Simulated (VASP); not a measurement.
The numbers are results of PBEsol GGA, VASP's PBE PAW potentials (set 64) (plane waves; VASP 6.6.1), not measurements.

VASP ran on this input.

INCAR:
```
ALGO = Normal
EDIFF = 1E-7
ENCUT = 400
GGA = PS
ISIF = 2
ISMEAR = -5
LASPH = T
LCHARG = T
LEFG = T
LMAXMIX = 4
LORBIT = 11
LREAL = F
LWAVE = F
NEDOS = 601
NELM = 100
PREC = Accurate
SYSTEM = Cd3ZnS4
```

**POSCAR**
```
Cd3ZnS4
11.4290480
 -0.0006191297   0.4990965583   0.4999999888
  0.4990965583  -0.0006191297   0.4999999888
  0.2492387143   0.2492387143   0.0000000000
Zn S Cd
1 4 3
Cart
  0.2492387143   0.2492387143   0.0003957021
  0.1246193571   0.1246193571   0.1125681417
  0.3808334304   0.1176439981   0.3817889028
  0.1176439981   0.3808334304   0.3817889028
  0.3738580714   0.3738580714   0.6251704652
  0.4972652134   0.2504509295   0.2501130373
  0.2504509295   0.4972652134   0.2501130373
  0.2492387143   0.2492387143   0.4980617545
```

### KPOINTS
```
Automatic
0
Gamma
4 4 8
0 0 0
```

POTCAR, in this order: Zn S Cd (PBE.64 set). Program: vasp_std.

Question: Predict the energy per atom (σ→0), band gap (on the k-mesh).

Answer: 
```json
{
 "energy per atom (σ→0)": "-3.484 eV/atom",
 "band gap (on the k-mesh)": "1.12 eV"
}
```

**OSZICAR**
```
...
DAV:  11    -0.278715234061E+02    0.72709E-04   -0.92170E-04  3286   0.261E-01    0.128E-01
DAV:  12    -0.278716205651E+02   -0.97159E-04   -0.31247E-04  3046   0.724E-02    0.768E-02
DAV:  13    -0.278716197328E+02    0.83231E-06   -0.39081E-05  3508   0.554E-02    0.326E-02
DAV:  14    -0.278716241914E+02   -0.44586E-05   -0.11281E-05  3183   0.220E-02    0.172E-02
DAV:  15    -0.278716228218E+02    0.13696E-05   -0.44101E-06  3577   0.196E-02    0.868E-03
DAV:  16    -0.278716230183E+02   -0.19651E-06   -0.24822E-06  3268   0.692E-03    0.313E-03
DAV:  17    -0.278716229567E+02    0.61528E-07   -0.13047E-07  1718   0.256E-03
   1 F= -.27871623E+02 E0= -.27871623E+02  d E =0.000000E+00
```

The structure was generated: Cd3ZnS4 was put into an ordered model structure (Amm2), which need not be its known phase. It was relaxed first.
